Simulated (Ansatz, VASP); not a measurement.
## Cross-check of CSO between VASP and Ansatz

Aim: how closely do two programs agree when they are given the same cell, functional and k mesh? The cell is taken from a series of runs on this material, whose earlier steps may have relaxed, scaled, displaced or heated it; both programs get it as it stands.

Program: Ansatz 0.2.0. Level of theory: plane waves, with VASP 6.6.1 beside it; zone-centre phonons at PBEsol. Results are calculated unless marked as measured.

**1. Starting point**

The structure is trigonal, space group R3m (No. 160). The conventional cell has a = 6.499 Å, b = 6.499 Å, c = 5.986 Å, α = 90.00°, β = 90.00°, γ = 120.00°. C has 1 O at 1.17 Å and 1 S at 1.56 Å nearest. Nearest to S lie 1 C at 1.56 Å. O has 1 C at 1.17 Å nearest. Farther neighbours and most contacts between anions are not listed.

**2. VASP: zone-centre phonons, PBEsol**

Second derivatives magnify differences that forces hide, and they need a tight electronic threshold.

Lines of VASP's logs that name or quote its potential files are left out, and so is its time.

Contents of INCAR:

```
SYSTEM = CSO
PREC = Accurate
ENCUT = 600
EDIFF = 1E-08
NELM = 120
ISMEAR = 0
SIGMA = 0.01
LREAL = .FALSE.
ALGO = Normal
GGA = PS
NBANDS = 14
LORBIT = 11
LWAVE = .FALSE.
LCHARG = .FALSE.
ISIF = 2
IBRION = 8
LEPSILON = .TRUE.
LASPH = .TRUE.
GGA_COMPAT = .FALSE.
EFERMI = MIDGAP
KPAR = 2
```

Contents of POSCAR:

```
CSO
1.0
    3.2494992601      1.8760991082      1.9953099433
   -3.2494992601      1.8760991082      1.9953099433
    0.0000000000     -3.7521987095      1.9953094797
C S O
1 1 1
Direct
    0.7987995667      0.7987995667      0.7987995667
    0.5378044314      0.5378044314      0.5378044314
    0.9935960019      0.9935960019      0.9935960019
```

Contents of KPOINTS:

```
Automatic mesh
0
Gamma
6 6 6
0 0 0
```

Potentials, in the order of the species: C, S and O (PBE family, release 64).

Run with:

```
$ mpirun -np 2 vasp_std
```

Numbers of over 12 decimals in the logs are rounded to 6 here.

The log of the run:

```text
[banner, memory and clock lines left out]
running    2 mpi-ranks, on    1 nodes
 distrk:  each k-point on    1 cores,    2 groups
 distr:  one band on    1 cores,    1 groups

 POSCAR found type information on POSCAR C S O
 POSCAR found :  3 types and       3 ions
|                                                                             |
|               ----> ADVICE to this user running VASP <----                  |
|                                                                             |
|     You enforced a specific xc type in the INCAR file but a different       |
|     [... a line on the potential file left out ...]
|     I HOPE YOU KNOW WHAT YOU ARE DOING!                                     |
|                                                                             |

 LDA part: xc-table for (Slater+PW92), standard interpolation
 POSCAR, INCAR and KPOINTS ok, starting setup
 FFT: planning ... GRIDC
 FFT: planning ... GRID_SOFT
 FFT: planning ... GRID
 WAVECAR not read
 entering main loop
       N       E                     dE             d eps       ncg     rms          rms(c)
DAV:   1     0.754161325817E+02    0.75416E+02   -0.71645E+03   896   0.106E+03
DAV:   2    -0.155714375773E+02   -0.90988E+02   -0.84097E+02  1278   0.210E+02
DAV:   3    -0.217056785990E+02   -0.61342E+01   -0.60934E+01  1070   0.545E+01
DAV:   4    -0.217719208539E+02   -0.66242E-01   -0.66209E-01  1100   0.663E+00
DAV:   5    -0.217731662819E+02   -0.12454E-02   -0.12454E-02  1112   0.868E-01    0.161E+01
DAV:   6    -0.207618623495E+02    0.10113E+01   -0.23807E+00   932   0.165E+01    0.818E+00
DAV:   7    -0.206179850108E+02    0.14388E+00   -0.31911E-01  1064   0.687E+00    0.530E+00
DAV:   8    -0.205983750164E+02    0.19610E-01   -0.19178E-01  1064   0.289E+00    0.851E-01
DAV:   9    -0.205936115624E+02    0.47635E-02   -0.11378E-02  1118   0.110E+00    0.449E-01
DAV:  10    -0.205936630678E+02   -0.51505E-04   -0.46750E-03  1112   0.461E-01    0.149E-01
DAV:  11    -0.205936182013E+02    0.44866E-04   -0.19869E-04  1004   0.129E-01    0.302E-02
DAV:  12    -0.205936642357E+02   -0.46034E-04   -0.33901E-05  1070   0.484E-02    0.102E-02
DAV:  13    -0.205936728180E+02   -0.85823E-05   -0.72504E-06  1088   0.194E-02    0.436E-03
DAV:  14    -0.205936731605E+02   -0.34249E-06   -0.28781E-07  1124   0.494E-03    0.278E-03
DAV:  15    -0.205936732178E+02   -0.57343E-07   -0.14226E-07  1118   0.327E-03    0.123E-03
DAV:  16    -0.205936732188E+02   -0.10047E-08   -0.10547E-08   826   0.904E-04
   1 F= -.20593673E+02 E0= -.20593673E+02  d E =0.000000E+00
 Linear response reoptimize wavefunctions to high precision
DAV:   1    -0.205936732094E+02    0.93816E-08   -0.59227E-09  1064   0.604E-04
DAV:   2    -0.205936732094E+02   -0.14211E-10   -0.20209E-10   802   0.116E-04
 Linear response G [H, r] |phi>, progress :
  Direction:   1
       N       E                     dE             d eps       ncg     rms
RMM:   1    -0.545122535631E+02   -0.54512E+02    0.10192E+02  1914   0.729E+01
RMM:   2    -0.562370555038E+02   -0.17248E+01   -0.47181E+00  1520   0.157E+01
RMM:   3    -0.563157179429E+02   -0.78662E-01   -0.14112E-01  1568   0.270E+00
RMM:   4    -0.563172240295E+02   -0.15061E-02   -0.32512E-03  1590   0.367E-01
RMM:   5    -0.563172067916E+02    0.17238E-04   -0.26589E-04  1601   0.628E-02
RMM:   6    -0.563171956322E+02    0.11159E-04   -0.61864E-05  1629   0.113E-02
RMM:   7    -0.563171909571E+02    0.46752E-05   -0.11912E-05  1654   0.222E-03
RMM:   8    -0.563171901340E+02    0.82310E-06    0.68581E-06  1571   0.501E-04
RMM:   9    -0.563171898374E+02    0.29658E-06    0.86634E-06  1265   0.186E-04
RMM:  10    -0.563171893519E+02    0.48547E-06    0.94403E-06  1007   0.140E-04
RMM:  11    -0.563171893515E+02    0.41207E-09    0.87673E-06   961   0.139E-04
RMM:  12    -0.563171893517E+02   -0.14201E-09    0.85837E-06   827   0.140E-04
RMM:  13    -0.563171893520E+02   -0.38843E-09    0.87045E-06   716   0.141E-04
 Linear response G [H, r] |phi>, progress :
  Direction:   2
       N       E                     dE             d eps       ncg     rms
RMM:   1    -0.566484321094E+02   -0.56648E+02    0.86047E+01  1887   0.728E+01
RMM:   2    -0.586918806235E+02   -0.20434E+01   -0.49282E+00  1510   0.163E+01
RMM:   3    -0.587781314821E+02   -0.86251E-01   -0.15902E-01  1572   0.289E+00
RMM:   4    -0.587796085986E+02   -0.14771E-02   -0.27360E-03  1597   0.387E-01
RMM:   5    -0.587796462137E+02   -0.37615E-04   -0.96261E-05  1614   0.677E-02
RMM:   6    -0.587796476946E+02   -0.14809E-05   -0.25881E-06  1658   0.119E-02
RMM:   7    -0.587796477449E+02   -0.50249E-07    0.72454E-08  1669   0.240E-03
RMM:   8    -0.587796477729E+02   -0.28046E-07   -0.28098E-06  1592   0.529E-04
RMM:   9    -0.587796477736E+02   -0.67304E-09    0.20637E-05  1275   0.200E-04
[...]
RMM:  13    -0.432604925380E+00   -0.90651E-06   -0.54114E-07  1460   0.130E-04    0.611E-05
RMM:  14    -0.432604514881E+00    0.41050E-06   -0.34847E-07  1133   0.599E-05    0.373E-06
 change of polarisation eV/A/(eV/A) component  3 :    -0.022    -0.065     0.775
 dielectric tensor                  component  3 :    -0.056    -0.160     2.920
 Linear response DOF=           6
 Linear response progress:
  Degree of freedom:   1/  6
[...]
Born effective charge ion    1 direction 3 :   0.000  -0.000   3.298
 Linear response progress:
  Degree of freedom:   3/  6
       N       E                     dE             d eps       ncg     rms          rms(c)
RMM:   1    -0.111632920549E+00   -0.11163E+00   -0.41059E-02  7135   0.170E+00
RMM:   2    -0.108337642300E+00    0.32953E-02   -0.32307E-03  4981   0.335E-01    0.126E-01
RMM:   3    -0.108216814805E+00    0.12083E-03   -0.13419E-04  5259   0.723E-02    0.840E-02
RMM:   4    -0.108191974903E+00    0.24840E-04   -0.97743E-05  5254   0.580E-02    0.150E-02
RMM:   5    -0.108187596108E+00    0.43788E-05   -0.22092E-06  5484   0.107E-02    0.654E-03
RMM:   6    -0.108191438639E+00   -0.38425E-05   -0.19288E-07  5438   0.320E-03    0.884E-04
RMM:   7    -0.108193101801E+00   -0.16632E-05   -0.51236E-08  5264   0.149E-03    0.265E-04
RMM:   8    -0.108192555965E+00    0.54584E-06   -0.13093E-08  5343   0.783E-04    0.340E-04
RMM:   9    -0.108191624651E+00    0.93131E-06   -0.89134E-10  5647   0.225E-04    0.490E-05
RMM:  10    -0.108191921024E+00   -0.29637E-06   -0.20006E-09  5739   0.710E-05    0.159E-05
RMM:  11    -0.108191881875E+00    0.39149E-07   -0.46082E-09  5825   0.163E-05    0.335E-06
RMM:  12    -0.108191881199E+00    0.67574E-09   -0.14423E-08  5337   0.106E-05    0.230E-06
 first order change of Fermi-energy   0.14896E-04
 force on displaced ion       2 direction 1 :  -2.023  -0.000   0.000
 Born effective charge ion    2 direction 1 :   0.049  -0.000  -0.000
 Linear response progress:
  Degree of freedom:   4/  6
       N       E                     dE             d eps       ncg     rms          rms(c)
RMM:   1    -0.120607938735E+00   -0.12061E+00   -0.63235E-04  2176   0.213E+00
RMM:   2    -0.117161762536E+00    0.34462E-02   -0.52917E-03  1431   0.530E-01    0.700E-01
RMM:   3    -0.115686926492E+00    0.14748E-02   -0.38357E-03  1417   0.340E-01    0.267E-01
RMM:   4    -0.115697425635E+00   -0.10499E-04   -0.34693E-04  1463   0.116E-01    0.171E-01
RMM:   5    -0.115807083617E+00   -0.10966E-03   -0.12653E-04  1535   0.714E-02    0.505E-02
RMM:   6    -0.115835090779E+00   -0.28007E-04   -0.13384E-05  1545   0.267E-02    0.130E-02
RMM:   7    -0.115779155173E+00    0.55936E-04   -0.38279E-06  1498   0.110E-02    0.276E-03
RMM:   8    -0.115784570179E+00   -0.54150E-05   -0.83774E-08  1546   0.240E-03    0.129E-03
RMM:   9    -0.115789400718E+00   -0.48305E-05   -0.40157E-08  1487   0.145E-03    0.311E-04
RMM:  10    -0.115788542265E+00    0.85845E-06   -0.43459E-09  1596   0.363E-04    0.875E-05
RMM:  11    -0.115788612442E+00   -0.70177E-07   -0.61876E-09  1647   0.905E-05    0.171E-05
RMM:  12    -0.115788705730E+00   -0.93288E-07   -0.14492E-08  1622   0.287E-05    0.725E-06
RMM:  13    -0.115788673542E+00    0.32188E-07   -0.76244E-09  1682   0.668E-06    0.203E-06
RMM:  14    -0.115788674814E+00   -0.12726E-08   -0.83975E-09  1480   0.273E-06    0.345E-07
 first order change of Fermi-energy  -0.21219E+00
 force on displaced ion       2 direction 3 :   0.000   0.000 -45.523
 Born effective charge ion    2 direction 3 :   0.000   0.000  -0.988
 Linear response progress:
  Degree of freedom:   5/  6
       N       E                     dE             d eps       ncg     rms          rms(c)
RMM:   1    -0.367791999418E+00   -0.36779E+00    0.26654E-01  6299   0.419E+00
RMM:   2    -0.362519825802E+00    0.52722E-02   -0.42742E-03  4874   0.536E-01    0.183E-01
RMM:   3    -0.363505508991E+00   -0.98568E-03   -0.43666E-04  4696   0.142E-01    0.945E-02
RMM:   4    -0.364734051800E+00   -0.12285E-02   -0.30368E-04  4613   0.118E-01    0.165E-02
RMM:   5    -0.364685111888E+00    0.48940E-04   -0.98356E-06  5208   0.231E-02    0.227E-03
RMM:   6    -0.364689183698E+00   -0.40718E-05   -0.20579E-07  5648   0.365E-03    0.116E-03
RMM:   7    -0.364683647687E+00    0.55360E-05   -0.33314E-08  5147   0.132E-03    0.191E-04
RMM:   8    -0.364687978432E+00   -0.43307E-05   -0.52787E-09  5133   0.407E-04    0.912E-05
RMM:   9    -0.364686662895E+00    0.13155E-05   -0.43800E-09  5006   0.210E-04    0.305E-05
RMM:  10    -0.364686870193E+00   -0.20730E-06   -0.94358E-09  5835   0.678E-05    0.867E-06
RMM:  11    -0.364686978162E+00   -0.10797E-06   -0.13025E-08  5590   0.162E-05    0.404E-06
RMM:  12    -0.364686937971E+00    0.40192E-07   -0.22129E-09  5781   0.587E-06    0.162E-06
RMM:  13    -0.364686905912E+00    0.32059E-07   -0.23946E-09  4992   0.365E-06    0.412E-07
RMM:  14    -0.364686906514E+00   -0.60229E-09   -0.16639E-09  3900   0.129E-06    0.185E-07
 first order change of Fermi-energy   0.21295E-05
 force on displaced ion       3 direction 1 :  -2.213  -0.000  -0.000
 Born effective charge ion    3 direction 1 :  -0.186   0.000   0.000
 Linear response progress:
  Degree of freedom:   6/  6
       N       E                     dE             d eps       ncg     rms          rms(c)
RMM:   1    -0.369828742735E+00   -0.36983E+00    0.69137E-01  1761   0.456E+00
RMM:   2    -0.363521475958E+00    0.63073E-02   -0.12624E-02  1460   0.819E-01    0.417E-01
RMM:   3    -0.362952332668E+00    0.56914E-03   -0.39702E-03  1462   0.437E-01    0.219E-01
RMM:   4    -0.364194950450E+00   -0.12426E-02   -0.10621E-03  1508   0.215E-01    0.981E-02
RMM:   5    -0.364625087068E+00   -0.43014E-03   -0.17695E-04  1513   0.959E-02    0.381E-02
RMM:   6    -0.364708059478E+00   -0.82972E-04   -0.88935E-06  1433   0.207E-02    0.734E-03
RMM:   7    -0.364730096884E+00   -0.22037E-04   -0.53224E-07  1506   0.529E-03    0.370E-03
RMM:   8    -0.364729747772E+00    0.34911E-06   -0.21358E-07  1458   0.281E-03    0.388E-04
RMM:   9    -0.364731863175E+00   -0.21154E-05    0.78651E-09  1614   0.538E-04    0.183E-04
RMM:  10    -0.364733866610E+00   -0.20034E-05   -0.57054E-09  1455   0.390E-04    0.679E-05
RMM:  11    -0.364734098566E+00   -0.23196E-06    0.38297E-09  1604   0.108E-04    0.396E-05
RMM:  12    -0.364734087915E+00    0.10651E-07    0.44376E-09  1619   0.392E-05    0.805E-06
RMM:  13    -0.364734118685E+00   -0.30770E-07    0.10996E-08  1679   0.892E-06    0.236E-06
RMM:  14    -0.364734107010E+00    0.11675E-07   -0.60166E-09  1473   0.565E-06    0.626E-07
RMM:  15    -0.364734105925E+00    0.10848E-08    0.27301E-10  1126   0.138E-06    0.275E-07
 first order change of Fermi-energy  -0.35292E+01
 force on displaced ion       3 direction 3 :   0.000   0.000 -99.733
 Born effective charge ion    3 direction 3 :   0.000   0.000  -2.310
 Born effective charges drift removed
 Linear response finished
```

(Part 1 of 3 ends here.)

[Lines on the potential files, build, host, timing and source positions are cut from VASP's logs without a mark.]

[Logs are printed without paths, hosts, clocks, repeated set-up lines and the standing remarks that a program may print on its own settings, such as how far it seeks lower states.]

[Hosts, paths, dates, database ids (printed as entryN), source tags and the programs' standing remarks are cut or masked in the printed files.]
